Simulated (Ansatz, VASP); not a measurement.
GaAg2P: VASP beside Ansatz

```xyz
4
Lattice="5.1679 0.0000 0.0000 0.0000 5.1679 0.0000 0.0000 0.0000 2.7582" Properties=species:S:1:pos:R:3 pbc="T T T"
Ga    0.0000    0.0000    0.0000
Ag    2.5840    0.0000    1.3791
Ag    0.0000    2.5840    1.3791
P     2.5840    2.5840    1.3791
```

Alike in both runs: functional PBE; k mesh 4 × 4 × 6; occupations gaussian, width 0.1 eV; no spin polarisation.

Ansatz relaxed the structure, and its values are those at the end. VASP's run is a single point on that final structure, the one shown.

```csv
,VASP,Ansatz
version,VASP 6.6.1,Ansatz 0.2.0
potentials or method,"VASP PAW PBE potentials, release 64 (Ga_d, Ag, P)","scalar-relativistic, plane waves, PAW"
plane-wave cutoff (eV),520,420
valence electrons in the cell,40,56
```

```tsv
	VASP	Ansatz	Ansatz less VASP
gap on the k mesh at the Fermi level (eV)	none	none	-
pressure (GPa)	-0.1	-0.1	+0.02
```

A gap of «none» marks a metal or a gap that the smearing closes. With one functional, cell and mesh, what is left measures potentials, basis and numerics. The two sets of potentials don't hold the same shells in valence.

Caveats: the k mesh is coarse (spacing up to 0.38 Å⁻¹), so the values aren't converged.
